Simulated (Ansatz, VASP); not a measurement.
# LiW (LiW in the B2 ordering): VASP beside Ansatz, part 2 of 2

Wanted: the spread between two codes on one cell, functional and k mesh. The cell is generated by rule, not measured, and may not be a known phase. Of the first pair: The cell is taken from a series of runs on this material, whose earlier steps may have relaxed, scaled, displaced or heated it; both programs get it as it stands.

VASP 6.6.1 and Ansatz 0.2.0.

So far: The starting structure; VASP: relaxation of cell and atoms, PBEsol, pair 1; Ansatz: relaxation of cell and atoms, PBEsol, pair 1; Differences.

### 5. VASP: relaxation of cell and atoms, PBEsol, pair 2

Level of this step: PBEsol; plane waves and PAW (Li_sv, W); invented cell (VASP).

The relaxed volume is the usual yardstick between codes: in a stiff, nearly cubic crystal its relative difference is about their pressure difference at one cell divided by the bulk modulus. Its start cell is another than that of the pair before, and may be another structure of the material.

File INCAR:

```
SYSTEM = LiW
PREC = Accurate
ENCUT = 750
EDIFF = 1E-07
NELM = 120
ISMEAR = 0
SIGMA = 0.1
LREAL = .FALSE.
ALGO = Normal
GGA = PS
NBANDS = 10
LASPH = .TRUE.
LORBIT = 11
LWAVE = .FALSE.
LCHARG = .FALSE.
ISIF = 3
IBRION = 2
NSW = 80
EDIFFG = -0.005
GGA_COMPAT = .FALSE.
NELMIN = 4
```

File POSCAR:

```
LiW
1.0
    2.9430204607      0.0000000000      0.0000000000
    0.0000000000      2.9430204607      0.0000000000
    0.0000000000      0.0000000000      2.9430204607
Li W
1 1
Direct
    0.0000000000      0.0000000000      0.0000000000
    0.5000000000      0.5000000000      0.5000000000
```

File KPOINTS:

```
Automatic mesh
0
Gamma
6 6 6
0 0 0
```

The projector-augmented-wave data sets are Li_sv and W (PBE family, release 64).

On the command line:

```
mpirun -np 1 vasp_std
```

Numbers of over 12 decimals in the logs are rounded to 6 here.

The log of the run:

```text
[banner, memory and clock lines left out]
running    1 mpi-ranks, on    1 nodes
[...]
[... a notice as in an earlier step ...]

 LDA part: xc-table for (Slater+PW92), standard interpolation
 POSCAR, INCAR and KPOINTS ok, starting setup
[...]
entering main loop
       N       E                     dE             d eps       ncg     rms          rms(c)
DAV:   1     0.206289740678E+02    0.20629E+02   -0.41349E+03   400   0.101E+03
DAV:   2    -0.130777628282E+02   -0.33707E+02   -0.32132E+02   476   0.190E+02
DAV:   3    -0.147888786642E+02   -0.17111E+01   -0.16799E+01   520   0.304E+01
DAV:   4    -0.149011995681E+02   -0.11232E+00   -0.11210E+00   522   0.771E+00
[...]
DAV:  11    -0.136929136506E+02   -0.16209E-05   -0.19214E-05   444   0.474E-02    0.858E-03
DAV:  12    -0.136929135337E+02    0.11683E-06   -0.11094E-06   458   0.949E-03    0.193E-03
DAV:  13    -0.136929135155E+02    0.18222E-07   -0.25078E-07   450   0.569E-03
   1 F= -.13692914E+02 E0= -.13689435E+02  d E =-.136929E+02
[...]
DAV:   1    -0.136929481735E+02   -0.34640E-04   -0.13074E-03   412   0.302E-01    0.803E-02
DAV:   2    -0.136929233294E+02    0.24844E-04   -0.13344E-04   522   0.961E-02    0.304E-02
DAV:   3    -0.136929177208E+02    0.56087E-05   -0.15973E-05   458   0.291E-02    0.860E-03
DAV:   4    -0.136929175698E+02    0.15098E-06   -0.16869E-06   642   0.801E-03    0.166E-03
DAV:   5    -0.136929176001E+02   -0.30329E-07   -0.25193E-07   394   0.306E-03
   2 F= -.13692918E+02 E0= -.13689439E+02  d E =-.408461E-05
 trial-energy change:   -0.000004  1 .order   -0.000004   -0.000037    0.000029
 step:   0.5612(harm=  0.5612)  dis= 0.00000  next Energy=   -13.692924 (dE=-0.104E-04)
[...]
N       E                     dE             d eps       ncg     rms          rms(c)
DAV:   1    -0.136929298670E+02   -0.12297E-04   -0.25245E-04   410   0.133E-01    0.350E-02
DAV:   2    -0.136929251391E+02    0.47279E-05   -0.26131E-05   520   0.420E-02    0.132E-02
DAV:   3    -0.136929239272E+02    0.12119E-05   -0.30156E-06   462   0.126E-02    0.374E-03
DAV:   4    -0.136929238274E+02    0.99806E-07   -0.27634E-07   508   0.341E-03
   3 F= -.13692924E+02 E0= -.13689446E+02  d E =-.103119E-04
[...]
reached required accuracy - stopping structural energy minimisation
```

From OUTCAR (step 5):

```text
  Total        0.0006359      0.0006359      0.0006359      0.0000000      0.0000000      0.0000000
  in kB        0.0400044      0.0400044      0.0400044      0.0000000      0.0000000      0.0000000
  external PRESSURE =       0.0400044 kB  Pullay stress =       0.0000000 kB

 POSITION                                       TOTAL-FORCE (eV/Angst)
 -----------------------------------------------------------------------------------
      0.00000      0.00000      0.00000         0.000000      0.000000      0.000000
      1.47106      1.47106      1.47106        -0.000000     -0.000000      0.000000
 -----------------------------------------------------------------------------------
    total drift:                               -0.000000      0.000000      0.000000

  FREE ENERGIE OF THE ION-ELECTRON SYSTEM (eV)
  ---------------------------------------------------
  free  energy   TOTEN  =       -13.6929238274 eV

  energy  without entropy=      -13.6859672353  energy(sigma->0) =      -13.68944553

[... 1 part as in an earlier step ...]

[... 3 further parts left out ...]
[key lines of the parts left out:]
E-fermi :   5.5275
```

### 6. Ansatz: relaxation of cell and atoms, PBEsol, pair 2

Its own start cell and the same functional, mesh and smearing now go to Ansatz, which takes its cutoff from its data sets.

The two relaxations start from unlike cells of this crystal (the structure described is Ansatz's start), so only their ends are compared.

File input.yaml:

```yaml
crystal:
  lattice:
    - [3.33317, 0.0, 0.0]
    - [0.0, 3.33317, 0.0]
    - [0.0, 0.0, 3.33317]
  atoms:
    - { symbol: Li, position: [0.0, 0.0, 0.0] }
    - { symbol: W, position: [0.5, 0.5, 0.5] }
kpoints:
  mp_grid: { grid: [6, 6, 6] }
hamiltonian:
  xc: pbesol
scf:
  occupations: { method: gaussian, width: 0.1 }
output:
  forces: true
  stress: true
  eigenvalues: true
relax:
  adjacent_minimum: "off"
  f_tol: 0.05
  max_steps: 80
  cell: { stress_tol: 0.5 }
```

On the command line:

```
ansatz run input.yaml --threads 4 --pin off --max-ram 8192MiB --backend cpu --events-out ev --progress --plain --runs-dir out
```

The log of the run:

```text
[...]
Crystal: 2 atoms, lattice volume = 37.032 Å³
Basis set: ecut = 420 eV, 739 PW (Γ), exchange–correlation on 48×48×48 points (8 copies of the dense FFT grid, shifted against one another)
Bands: 13, of which v1, the nominal top of the filled ones, is band 9 counted from 1 (8 counted from 0)
Symmetry: 48 space group operations
[...]
k-points: 20 of 216
[...]
k-point 19: bands = [... 5 lower, 11.2840, 11.2840, 11.2840, 19.9336, 19.9336, 21.7718, 21.7718, 21.7718]
--- Relaxed structure (5 steps of the walk, 5 accepted, 1 SCFs on fresh bases) ---
[...]
cell:  # Å, volume = 25.6244 Å³
    - [2.948161, 0, 0]
    - [0, 2.948161, 0]
    - [0, 0, 2.948161]
  atoms:
    - { symbol: Li, position: [0, 0, 0] }
    - { symbol: W, position: [0.5, 0.500000, 0.5] }
[key lines of the parts left out:]
SCF converged after 4 iterations
Free energy (F): -10457.448969 eV
Fermi energy:    14.983472 eV
P = ⅓ Tr σ = 0.0743 GPa (0.743 kbar)
```

### 7. Differences

What differs besides the data sets and the points named for the pairs above, as far as they apply: the data sets hold 17 valence electrons in Ansatz (on its default PAW (the set named soft_2) files) and 9 in VASP. Total energies have different zeros and are not compared.

Compared:

```
                                         quantity  Ansatz   VASP  difference
                                      volume (Å³)   25.62  25.47     +0.62 %
edge a after relaxation, in the typed setting (Å)   2.948  2.942     +0.21 %
```

### 8. Ansatz: zone-centre phonons, PBEsol

Second derivatives magnify differences that forces hide, and they need a tight electronic threshold.

The cell is taken from a series of runs on this material, whose earlier steps may have relaxed, scaled, displaced or heated it; both programs get it as it stands.

File input.yaml:

```yaml
crystal:
  lattice:
    - [2.9481610724, 0.0, 0.0]
    - [0.0, 2.9481610724, 0.0]
    - [0.0, 0.0, 2.9481610724]
  atoms:
    - { symbol: Li, position: [0.0, 0.0, 0.0] }
    - { symbol: W, position: [0.5, 0.5, 0.5] }
kpoints:
  mp_grid: { grid: [6, 6, 6] }
hamiltonian:
  xc: pbesol
scf:
  occupations: { method: methfessel_paxton, width: 0.2 }
output:
  eigenvalues: true
phonons:
  method: dfpt
  qmesh: [2, 2, 2]
  temperatures: { t_max: 1000, t_step: 50 }
  qpath:
    path:
      - [[0.0, 0.0, 0.0], [0.0, 0.5, 0.0], [0.5, 0.5, 0.0], [0.0, 0.0, 0.0], [0.5, 0.5, 0.5], [0.0, 0.5, 0.0]]
      - [[0.5, 0.5, 0.5], [0.5, 0.5, 0.0]]
    npoints: 10
```

The log of the run:

```text
[...]
Crystal: 2 atoms, lattice volume = 25.624 Å³
Basis set: ecut = 420 eV, 485 PW (Γ), exchange–correlation on 40×40×40 points (8 copies of the dense FFT grid, shifted against one another)
Bands: 13, of which v1, the nominal top of the filled ones, is band 9 counted from 1 (8 counted from 0)
Symmetry: 48 space group operations
k-points: 20 of 216
[...]
largest difference from the sums on the solved wave vectors: F 6.19e-3 eV, S 1.91e-5 and C_V 1.28e-5 eV/K
  zero-point energy: 0.111003 eV/cell   skipped modes (ω ≤ 0): 443, of them read as no rigid motion or as one in doubt: 440 (1.274e0 modes/cell left out, lowest -114.23 cm⁻¹)   left out of the sums: 2.12e-1 of the cell's modes: C_V's classical limit lies that fraction below 3 k_B per atom; for a crystal, a wire or a layer, F and S can be off by more, and a phonons.interpolated_qmesh denser along its periods is the remedy for the sampling
[key lines of the parts left out:]
SCF converged after 7 iterations
Free energy (F): -10457.446863 eV
Fermi energy:    14.967174 eV
```

### 9. VASP: zone-centre phonons, PBEsol

The same cell, functional, mesh and smearing now go to VASP, with its own data sets.

File INCAR:

```
SYSTEM = LiW
PREC = Accurate
ENCUT = 750
EDIFF = 1E-08
NELM = 120
ISMEAR = 1
SIGMA = 0.2
LREAL = .FALSE.
ALGO = Normal
GGA = PS
NBANDS = 10
LASPH = .TRUE.
LORBIT = 11
LWAVE = .FALSE.
LCHARG = .FALSE.
ISIF = 2
IBRION = 8
GGA_COMPAT = .FALSE.
```

File POSCAR:

```
LiW
1.0
    2.9481610724      0.0000000000      0.0000000000
    0.0000000000      2.9481610724      0.0000000000
    0.0000000000      0.0000000000      2.9481610724
Li W
1 1
Direct
    0.0000000000      0.0000000000      0.0000000000
    0.5000000000      0.5000000000      0.5000000000
```

KPOINTS is that of step 5.

On the command line:

```
mpirun -np 1 vasp_std
```

The log of the run:

```text
[... set-up lines as in an earlier step ...]
 entering main loop
       N       E                     dE             d eps       ncg     rms          rms(c)
DAV:   1     0.217103781514E+02    0.21710E+02   -0.43061E+03   400   0.104E+03
DAV:   2    -0.131761623243E+02   -0.34887E+02   -0.33288E+02   490   0.180E+02
DAV:   3    -0.148398143463E+02   -0.16637E+01   -0.16249E+01   508   0.316E+01
DAV:   4    -0.149111681633E+02   -0.71354E-01   -0.71011E-01   536   0.633E+00
[...]
DAV:  13    -0.136904535733E+02    0.36268E-07   -0.27545E-07   448   0.590E-03    0.296E-04
DAV:  14    -0.136904536000E+02   -0.26703E-07   -0.17951E-08   430   0.120E-03    0.875E-05
DAV:  15    -0.136904535971E+02    0.29154E-08   -0.16590E-09   282   0.423E-04
   1 F= -.13690454E+02 E0= -.13690224E+02  d E =-.688333E-03
 Linear response reoptimize wavefunctions to high precision
DAV:   1    -0.136904536005E+02   -0.34107E-08   -0.28560E-10   288   0.188E-04
DAV:   2    -0.136904536005E+02    0.87539E-11   -0.86123E-11   266   0.702E-05
 Linear response DOF=           2
 Linear response progress:
[...]
RMM:  24    -0.202095041249E+00    0.78474E-07   -0.79281E-07  1709   0.748E-04    0.517E-05
RMM:  25    -0.202095075505E+00   -0.34256E-07   -0.54079E-07  1624   0.634E-04    0.526E-05
RMM:  26    -0.202095157654E+00   -0.82150E-07   -0.37920E-07  1728   0.554E-04    0.503E-05
 first order change of Fermi-energy   0.99534E-04
 force on displaced ion       1 direction 1 :  -7.871  -0.000  -0.000
 Linear response progress:
  Degree of freedom:   2/  2
       N       E                     dE             d eps       ncg     rms          rms(c)
RMM:   1    -0.111548676251E+00   -0.11155E+00   -0.68918E-02  1414   0.186E+00
RMM:   2    -0.112143283110E+00   -0.59461E-03   -0.13669E-03  1419   0.237E-01    0.132E-01
RMM:   3    -0.111470502567E+00    0.67278E-03   -0.41649E-04  1474   0.121E-01    0.766E-02
RMM:   4    -0.111177354440E+00    0.29315E-03   -0.34672E-04  1408   0.117E-01    0.130E-02
[...]
RMM:   8    -0.111226279829E+00   -0.20156E-06    0.24983E-07  1656   0.646E-04    0.355E-05
RMM:   9    -0.111226182678E+00    0.97151E-07    0.33907E-07  1745   0.379E-04    0.822E-06
RMM:  10    -0.111226188035E+00   -0.53571E-08   -0.16128E-08  1778   0.273E-04    0.197E-06
 first order change of Fermi-energy   0.58432E-03
 force on displaced ion       2 direction 1 :  -7.856   0.000  -0.000
 Linear response finished
```

From OUTCAR (step 9):

```text
  Total       -0.1535155     -0.1535155     -0.1535155     -0.0000000      0.0000000     -0.0000000
  in kB       -9.5986287     -9.5986287     -9.5986287     -0.0000000      0.0000000     -0.0000000
  external PRESSURE =      -9.5986287 kB  Pullay stress =       0.0000000 kB

 POSITION                                       TOTAL-FORCE (eV/Angst)
 -----------------------------------------------------------------------------------
      0.00000      0.00000      0.00000         0.000000      0.000000      0.000000
      1.47408      1.47408      1.47408         0.000000      0.000000      0.000000
 -----------------------------------------------------------------------------------
    total drift:                               -0.000000      0.000000      0.000000

[... 1 part as in an earlier step ...]

[... 1 further part left out ...]
```

### 10. Side by side

What differs besides the data sets and the points named for the pairs above, as far as they apply: VASP's run holds the zone centre alone; the data sets hold 17 valence electrons in Ansatz (on its default PAW (the set named soft_2) files) and 9 in VASP. Total energies have different zeros and are not compared.

Compared:

```
                  quantity  Ansatz   VASP  difference
optical mode 1 to 3 (cm⁻¹)   566.4  563.0     +0.59 %
```

Modes are paired by rising frequency, not by their patterns, so a pair may set unlike modes beside each other; they are those without the splitting of longitudinal modes.

### 11. Results

| Property | Result |
| --- | --- |
| difference in volume (relaxation of cell and atoms, PBEsol, pair 1) | 0.63 % |
| difference in volume (relaxation of cell and atoms, PBEsol, pair 2) | 0.62 % |
| r.m.s. difference of the optical zone-centre modes, each program's sorted by frequency (zone-centre phonons, PBEsol) | 3.3 cm⁻¹ |
| difference in optical mode 1 to 3 (zone-centre phonons, PBEsol) | +0.6 % |

In words: The difference in volume is 0.63 % (relaxation of cell and atoms, PBEsol, pair 1), within the 1.2 % picked in this series as the mark of a large difference, as far as the stopping tolerances let one tell. The data sets hold unlike numbers of valence electrons (17 in Ansatz and 9 in VASP), so part of the differences comes from the potentials. Among the rows given in per cent, the largest difference of the zone-centre phonons, PBEsol pair is in optical mode 1 to 3, +0.6 %. How closely two codes agree says nothing of how well the functional describes the real material.

[Lines on the potential files, build, host, timing and source positions are cut from VASP's logs without a mark.]

[Logs are printed without paths, hosts, clocks, repeated set-up lines and the standing remarks that a program may print on its own settings, such as how far it seeks lower states.]

[Hosts, paths, dates, database ids (printed as entryN), source tags and the programs' standing remarks are cut or masked in the printed files.]
